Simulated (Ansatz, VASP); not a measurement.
## One calculation of PIr2, two programs

Contents of INCAR:

```
SYSTEM = PIr2
ALGO     = Normal         ! electronic algorithm
EDIFF    = 1E-6           ! SCF threshold, eV
ENCUT    = 520            ! plane-wave cutoff, eV
GGA      = CA             ! functional
ISIF     = 2              ! what is computed and relaxed
ISMEAR   = -1             ! smearing method
LASPH    = .TRUE.         ! aspherical terms in the spheres
LCHARG   = .FALSE.        ! write CHGCAR
LREAL    = .FALSE.        ! projectors in reciprocal space
LWAVE    = .FALSE.        ! write WAVECAR
NBANDS   = 18             ! bands
NELM     = 100            ! most SCF steps
PREC     = Accurate       ! precision mode
SIGMA    = 0.05           ! smearing width, eV
```

The input KPOINTS:

```
k-points
0
G
  11 11 11
  0 0 0
```

File POSCAR:

```
PIr2
1.0
    0.0000000000      2.8228500000      2.7675000000
    2.8228500000      0.0000000000      2.7675000000
    2.8228500000      2.8228500000      0.0000000000
P Ir
1 2
Direct
    0.0000000000      0.0000000000      0.0000000000
    0.2500000000      0.2500000000      0.2500000000
    0.7500000000      0.7500000000      0.7500000000
```

Input for Ansatz:

```yaml
crystal:
  lattice:
    - [0.0, 2.82285, 2.7675]
    - [2.82285, 0.0, 2.7675]
    - [2.82285, 2.82285, 0.0]
  atoms:
    - { symbol: P, position: [0.0, 0.0, 0.0] }
    - { symbol: Ir, position: [0.25, 0.25, 0.25] }
    - { symbol: Ir, position: [0.75, 0.75, 0.75] }
kpoints:
  mp_grid: { grid: [11, 11, 11] }
  band_path:
    path:
      - [0.0, 0.0, 0.0]
      - [0.0, 0.5, 0.5]
      - [0.25, 0.75, 0.5]
      - [0.0, 0.5, 0.0]
      - [0.0, 0.0, 0.0]
      - [0.5, 0.5, 0.0]
      - [0.38005, 0.61995, 0.0]
      - [-0.38005, 0.38005, 0.0]
      - [0.0, 0.0, 0.0]
    npoints: 5
scf:
  occupations: { method: fermi_dirac, width: 0.05 }
hamiltonian:
  xc: lda
  pseudopotentials: { kind: all_electron, lapw: { basis_error: 0.001 } }
output:
  forces: true
  stress: true
  eigenvalues: true
```

Change from the starting cell: equal xx and yy strain of +2 %.

Alike in both runs: task single point; functional LDA; k mesh 11 × 11 × 11; occupations fermi-dirac, width 0.05 eV; no spin polarisation.

```csv
,VASP,Ansatz
version,VASP 6.6.1,Ansatz 0.2.0
potentials or method,"VASP PAW LDA potentials, release 64 (P, Ir)","all-electron LAPW, scalar-relativistic"
plane-wave cutoff (eV),520,see its input
```

VASP gave:

- pressure (GPa): -13.6
- largest component of the traceless stress (GPa): 5.79

Task: Which values does Ansatz return?

Result: Pressure (GPa): -15.2; largest component of the traceless stress (GPa): 5.72.

Ansatz ran all-electron here, so the differences hold the error of VASP's frozen core and of both bases.

Spin-orbit coupling is left out, which matters for the levels of Ir.
